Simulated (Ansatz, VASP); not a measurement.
# Two plane-wave programs on HfI

```
Hf I
1.0
     3.48902    0.00000    0.00000
    -1.74451    3.02158    0.00000
     0.00000    0.00000    4.63595
Hf I
1 1
Direct
  0.00000 0.00000 0.00000
  0.33333 0.66667 0.50000
```

Alike in both runs: functional PBE; k mesh 6 × 6 × 4; occupations gaussian, width 0.1 eV; no spin polarisation.

Ansatz relaxed the structure, and its values are those at the end. VASP's run is a single point on that final structure, the one shown.

|  | VASP | Ansatz |
| --- | --- | --- |
| version | VASP 6.6.1 | Ansatz 0.2.0 |
| potentials or method | VASP PAW PBE potentials, release 64 (Hf_pv, I) | scalar-relativistic, plane waves, PAW |
| plane-wave cutoff (eV) | 520 | 420 |
| valence electrons in the cell | 17 | 43 |

```tsv
	VASP	Ansatz	Ansatz less VASP
gap on the k mesh at the Fermi level (eV)	none	none	-
pressure (GPa)	-0.2	0.2	+0.39
```

A gap of «none» marks a metal or a gap that the smearing closes. The two sets of potentials don't hold the same shells in valence.

Caveats: an odd number of electrons without spin polarisation forces a metal; a magnetic or distorted state may lie lower. Spin-orbit coupling is left out, which matters for the levels of Hf, I.
